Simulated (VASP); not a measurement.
# ReBi (Fm-3m) in VASP: a series of runs, part 2 of 2

VASP 6.6.1. Earlier steps stand in the parts before.

**3. Single point, r2SCAN (strain e4 = +0.02, atoms carried along)**

Input file POSCAR:

```
ReBi
1.0
    0.0000000000      2.8228638727      2.8228638727
    2.7949147254      0.0279491473      2.7949147254
    2.7949147254      2.7949147254      0.0279491473
Re Bi
1 1
Direct
    0.5000000000      0.5000000000      0.5000000000
    0.0000000000      0.0000000000      0.0000000000
```

Input file INCAR.step1:

```
SYSTEM = ReBi
  PREC = Accurate
  ENCUT = 520
  ISMEAR = 0
  SIGMA = 0.05
  LREAL = .False.
  LASPH = .True.
  NELM = 80
  NBANDS = 18
  GGA = PE
  ALGO = Normal
  EDIFF = 1E-4
  LWAVE = .True.
  LCHARG = .False.
```

Input file INCAR.step2:

```
SYSTEM = ReBi
  PREC = Accurate
  ENCUT = 520
  EDIFF = 1E-6
  ISMEAR = 0
  SIGMA = 0.05
  LREAL = .False.
  LASPH = .True.
  NELM = 80
  ALGO = Normal
  ISIF = 2
  LWAVE = .False.
  LCHARG = .True.
  METAGGA = R2SCAN
  LMIXTAU = .True.
  LELF = .True.
  LVHAR = .True.
  NBANDS = 18
  ISTART = 1
```

Input file KPOINTS:

```
Automatic mesh
0
Gamma
  10 10 10
  0 0 0
```

Potentials or basis: VASP PAW PBE potentials, release 64 (Re, Bi_d).

Run with:

```sh
$ cat potpaw_PBE.64/Re/POTCAR potpaw_PBE.64/Bi_d/POTCAR > POTCAR
$ cp INCAR.step1 INCAR
$ mpirun -np 1 vasp_std > vasp.out
$ cp INCAR.step2 INCAR
$ mpirun -np 1 vasp_std > vasp.out
```

OUTCAR:

```text
SYSTEM = ReBi
   PREC = Accurate
   ENCUT = 520
   EDIFF = 1E-6
   ISMEAR = 0
   LREAL = .False.
   LASPH = .True.
   NELM = 80
   ISIF = 2
   METAGGA = R2SCAN
   ISTART = 1

 ion  position               nearest neighbor table
   1  0.500  0.500  0.500-   2 2.79   2 2.79   2 2.80   2 2.80   2 2.80   2 2.80
   2  0.000  0.000  0.000-   1 2.79   1 2.79   1 2.80   1 2.80   1 2.80   1 2.80

  LATTYP: Found a body centered orthorhombic cell.
 ALAT       =     3.9130802472
 B/A-ratio  =     1.0202020202
 C/A-ratio  =     1.4284985479

  Lattice vectors:

 A1 = (  -2.7949147254,   2.7949147254,   0.0279491473)
 A2 = (  -2.7949147254,  -2.7949147254,  -0.0279491473)
 A3 = (   2.7949147254,   0.0279491473,   2.7949147254)

Analysis of symmetry for initial positions (statically):
=====================================================================
 Subroutine PRICEL returns:
 Original cell was already a primitive cell.

 Routine SETGRP: Setting up the symmetry group for a
 body centered orthorhombic supercell.

 Subroutine GETGRP returns: Found  8 space group operations
 (whereof  8 operations were pure point group operations)
 out of a pool of  8 trial point group operations.

The static configuration has the point symmetry D_2h.

Analysis of symmetry for dynamics (positions and initial velocities):
=====================================================================
 Subroutine PRICEL returns:
 Original cell was already a primitive cell.

 Routine SETGRP: Setting up the symmetry group for a
 body centered orthorhombic supercell.

 Subroutine GETGRP returns: Found  8 space group operations
 (whereof  8 operations were pure point group operations)
 out of a pool of  8 trial point group operations.

The dynamic configuration has the point symmetry D_2h.

 Subroutine INISYM returns: Found  8 space group operations
 (whereof  8 operations are pure point group operations),
 and found     1 'primitive' translations

----------------------------------------------------------------------------------------

                                     Primitive cell

  volume of cell :      43.6609

  direct lattice vectors                    reciprocal lattice vectors
     0.000000000  2.822863873  2.822863873    -0.178896335  0.177125084  0.177125084
     2.794914725  0.027949147  2.794914725     0.178896335 -0.180703368  0.180703368
     2.794914725  2.794914725  0.027949147     0.178896335  0.180703368 -0.180703368

  length of vectors
     3.992132374  3.952705124  3.952705124     0.307815674  0.311947613  0.311947613

  position of ions in fractional coordinates (direct lattice)
     0.500000000  0.500000000  0.500000000
     0.000000000  0.000000000  0.000000000

  ion indices of the primitive-cell ions
   primitive index   ion index
                 1           1
                 2           2

----------------------------------------------------------------------------------------

 KPOINTS: Automatic mesh

Automatic generation of k-mesh.
 Grid dimensions read from file:
 generate k-points for:   10   10   10

 Generating k-lattice:

  Cartesian coordinates                     Fractional coordinates (reciprocal lattice)
    -0.017889633  0.017712508  0.017712508     0.100000000  0.000000000 -0.000000000
     0.017889633 -0.018070337  0.018070337     0.000000000  0.100000000  0.000000000
     0.017889633  0.018070337 -0.018070337     0.000000000  0.000000000  0.100000000

  Length of vectors
     0.030781567  0.031194761  0.031194761

  Shift w.r.t. Gamma in fractional coordinates (k-lattice)
     0.000000000  0.000000000  0.000000000

 Subroutine IBZKPT returns following result:
 ===========================================

 Found    171 irreducible k-points:

 Following reciprocal coordinates:
            Coordinates               Weight
  0.000000  0.000000  0.000000      1.000000
  0.100000  0.000000  0.000000      4.000000
  0.200000  0.000000  0.000000      4.000000
  0.300000  0.000000  0.000000      4.000000
  0.400000  0.000000  0.000000      4.000000
  0.500000 -0.000000 -0.000000      2.000000
[... 16 lines left out ...]
 -0.400000  0.200000 -0.000000      8.000000
 -0.300000  0.200000  0.000000      8.000000
 [... further k-points ...]
   k-points           NKPTS =    171   k-points in BZ     NKDIM =    171   number of bands    NBANDS=     18
   number of dos      NEDOS =    301   number of ions     NIONS =      2
   total plane-waves  NPLWV =  27000
   dimension x,y,z NGX =    30 NGY =   30 NGZ =   30
   dimension x,y,z NGXF=    60 NGYF=   60 NGZF=   60
   ions per type =               1   1
   NGX,Y,Z   is equivalent  to a cutoff of  12.49, 12.62, 12.62 a.u.
   NGXF,Y,Z  is equivalent  to a cutoff of  24.99, 25.24, 25.24 a.u.
 SYSTEM =  ReBi
   PREC   = accura    normal or accurate (medium, high low for compatibility)
   ISTART =      1    job   : 0-new  1-cont  2-samecut
   ICHARG =      0    charge: 1-file 2-atom 10-const
   ISPIN  =      1    spin polarized calculation?
   LNONCOLLINEAR =      F non collinear calculations
   LSORBIT =      F    spin-orbit coupling
   LASPH  =      T    aspherical Exc in radial PAW
   ENCUT  =  520.0 eV  38.22 Ry    6.18 a.u.   7.42  7.35  7.35*2*pi/ulx,y,z
   NELM   =     80;   NELMIN=  2; NELMDL=  0     # of ELM steps
   EDIFF  = 0.1E-05   stopping-criterion for ELM
   LREAL  =      F    real-space projection
   EDIFFG = 0.1E-04   stopping-criterion for IOM
   NSW    =      0    number of steps for IOM
   IBRION =     -1    ionic relax: 0-MD 1-quasi-New 2-CG
   NFREE  =      0    steps in history (QN), initial steepest desc. (CG)
   ISIF   =      2    stress and relaxation
   ISYM   =      2    0-nonsym 1-usesym 2-fastsym
   POTIM  = 0.5000    time-step for ionic-motion
   TEBEG  =    0.0;   TEEND  =   0.0 temperature during run
   PSTRESS=    0.0 pullay stress
   NELECT =      22.0000    total number of electrons
   NUPDOWN=      -1.0000    fix difference up-down
   EMIN   =  10.00;   EMAX   =-10.00  energy-range for DOS
   EFERMI =   0.00;   METHOD = LEGACY
   ISMEAR =     0;   SIGMA  =   0.05  broadening in eV -4-tet -1-fermi 0-gaus
   EFERMI_NEDOS =   21; number of points for ismear=-14 and -15
   IALGO  =     38    algorithm
   IMIX   =      4    mixing-type and parameters
     AMIX     =   0.40;   BMIX     =  1.00
     AMIX_MAG =   1.60;   BMIX_MAG =  1.00
  volume/ion in A,a.u.               =      21.83       147.32
  Fermi-wavevector in a.u.,A,eV,Ry     =   1.302722  2.461787 23.090227  1.697084
  Thomas-Fermi vector in A             =   2.433771
   LORBIT       =      0    0 simple, 1 ext, 2 COOP (PROOUT), +10 PAW based schemes
   METAGGA = R2SCAN    functional components
   LHFCALC =     F    Hartree Fock is set to
   AEXX    =    0.0000 exact exchange contribution
   IVDW    =     0    specifies the selected vdW correction
   LEPSILON=     F    determine dielectric tensor
   LRPA    =     F    only Hartree local field effects (RPA)
 non-spin polarized calculation
 Gauss-broadening in eV      SIGMA  =   0.05
  energy-cutoff  :      520.00
  volume of cell :       43.66
 maximum number of plane-waves:      1215
 NGX is ok and might be reduce to    30
   NGX = 15   NGY = 15   NGZ = 15

 number of electron      22.0000006 magnetization

 Free energy of the ion-electron system (eV)
  ---------------------------------------------------
  ext. energy  EPLUGINS =         0.00000000
  ---------------------------------------------------
  free energy    TOTEN  =      -107.26063324 eV

  energy without entropy =     -107.25445382  energy(sigma->0) =     -107.25754353

 E-fermi :   8.1897     XC(G=0): -12.6243

 val. band max:        8.1856740963   @ k =  -0.3000   0.1000   0.1000
 cond. band min:       8.1999275542   @ k =  -0.3000   0.1000  -0.0000
 fundamental gap:      0.0142534579
 Fermi energy:         8.1897372908

 k-point     1 :       0.0000    0.0000    0.0000
  band No.  band energies     occupation
      1     -15.4571      2.00000
      2     -15.4571      2.00000
      3     -15.3481      2.00000
      4     -15.3467      2.00000
      5     -15.3439      2.00000
      6      -5.7495      2.00000
[... 10 lines left out ...]
     17      19.5447      0.00000
     18      19.6314      0.00000
[... 463 lines left out ...]
 k-point    24 :      -0.3000    0.2000    0.0000
  band No.  band energies     occupation
      1     -15.4332      2.00000
      2     -15.4020      2.00000
      3     -15.3215      2.00000
      4     -15.3066      2.00000
      5     -15.3048      2.00000
      6      -3.7516      2.00000
[... 10 lines left out ...]
     17      17.5849      0.00000
     18      19.1929      0.00000

 [... further k-points ...]

------------------------ aborting loop because EDIFF is reached ----------------------------------------

  FORCE on cell =-STRESS in cart. coord.  units (eV):
  Direction    XX          YY          ZZ          XY          YZ          ZX
  --------------------------------------------------------------------------------------
  -------------------------------------------------------------------------------------
  Total        0.0893546      0.0753017      0.0753017     -0.0000000      0.4423237      0.0000000
  in kB        3.2789534      2.7632693      2.7632693     -0.0000000     16.2314957      0.0000000
  external PRESSURE =       2.9351640 kB  Pullay stress =       0.0000000 kB

 VOLUME and BASIS-vectors are now :
 -----------------------------------------------------------------------------
  energy-cutoff  :      520.00
  volume of cell :       43.66
      direct lattice vectors                 reciprocal lattice vectors
     0.000000000  2.822863873  2.822863873    -0.178896335  0.177125084  0.177125084
     2.794914725  0.027949147  2.794914725     0.178896335 -0.180703368  0.180703368
     2.794914725  2.794914725  0.027949147     0.178896335  0.180703368 -0.180703368

 POSITION                                       TOTAL-FORCE (eV/Angst)
 -----------------------------------------------------------------------------------
      2.79491      2.82286      2.82286        -0.000000     -0.000000     -0.000000
      0.00000      0.00000      0.00000         0.000000      0.000000      0.000000
 -----------------------------------------------------------------------------------
    total drift:                               -0.000000      0.000000      0.000000

  FREE ENERGIE OF THE ION-ELECTRON SYSTEM (eV)
  ---------------------------------------------------
  free  energy   TOTEN  =      -107.2606332395 eV

  energy  without entropy=     -107.2544538167  energy(sigma->0) =     -107.25754353
```

It took 5.1 min on 1 thread of AMD EPYC 9R45 (Zen 5), shared host; peak memory 0.25 GiB.

What came out:

```
Free energy            : -107.2606 eV
Pressure               : 0.3 GPa
Band gap on the k mesh : none (metal or under the smearing width)
```

Levels at points of the mesh, in eV from the Fermi level:
```tsv
k point	band 9	band 10	band 11	band 12	band 13	band 14
(0.00, 0.00, 0.00)	-1.41	-0.82	-0.81	1.49	1.63	1.77
(0.50, 0.00, 0.00)	-3.68	-0.41	-0.33	-0.03	4.42	6.91
(0.00, 0.50, 0.00)	-3.75	-0.35	-0.30	0.02	4.25	6.74
(0.50, 0.50, 0.00)	-1.35	-1.34	-0.22	0.20	0.22	0.48
(0.00, 0.50, 0.50)	-1.51	-1.18	-0.22	0.21	0.24	0.45
```

Caveat: the PAW data sets were made with another functional, which shifts forces and pressure a little; spin-orbit coupling is left out, which moves the levels of the heavy elements.
